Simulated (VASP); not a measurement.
Consider the following.

```
CELL_PARAMETERS angstrom
      2.67693     0.00000     0.00000
      0.00000     2.67693     0.00000
      0.00000     0.00000     5.10828
ATOMIC_POSITIONS crystal
  Fe 0.50000 0.50000 0.00000
  Si 0.00000 0.00000 0.27206
  Si 0.00000 0.00000 0.72794
```

All values below come from PBEsol GGA with spin-orbit coupling, VASP's PBE PAW potentials (set 64) (plane waves; VASP). Numerical set-up: ISYM = 0, 400 eV cut-off, 10×10×6 Γ-centred mesh, Gaussian smearing of 0.050 eV, potentials Fe Si. Starting moments (MAGMOM): 0 0 0.1 0 0 -0.0 0 0 -0.0.

Problem. Give the energies of bands 9 to 22 at the high-symmetry points, in eV from the Fermi level.

Solution. 
| band | Γ | X | M | Z | R | A |
|---|---|---|---|---|---|---|
| 9 | -1.71 | -3.83 | -4.46 | -2.39 | -3.21 | -3.31 |
| 10 | -1.70 | -3.83 | -4.46 | -2.39 | -3.21 | -3.31 |
| 11 | -1.53 | -3.23 | -3.28 | -1.60 | -2.48 | -3.27 |
| 12 | -1.52 | -3.21 | -3.27 | -1.58 | -2.46 | -3.27 |
| 13 | -1.50 | -2.08 | -2.29 | -1.54 | -2.08 | -1.82 |
| 14 | -1.48 | -2.07 | -2.28 | -1.53 | -2.06 | -1.81 |
| 15 | -0.63 | -1.11 | 0.17 | -0.63 | -1.12 | 0.16 |
| 16 | -0.61 | -1.09 | 0.20 | -0.61 | -1.10 | 0.19 |
| 17 | 4.58 | 0.09 | 0.54 | 2.53 | 0.60 | 0.34 |
| 18 | 4.58 | 0.11 | 0.55 | 2.54 | 0.63 | 0.35 |
| 19 | 4.65 | 1.49 | 2.59 | 5.75 | 2.41 | 0.37 |
| 20 | 4.65 | 1.50 | 2.60 | 5.75 | 2.41 | 0.38 |
| 21 | 6.57 | 2.29 | 2.93 | 5.83 | 4.90 | 1.11 |
| 22 | 6.57 | 2.30 | 2.93 | 5.83 | 4.90 | 1.11 |

It has no gap at this level: it comes out as a metal or semimetal.

The structure comes from a measured FeSi2 entry (P4/mmm) of the Crystallography Open Database, whose conditions weren't checked. It was relaxed first.
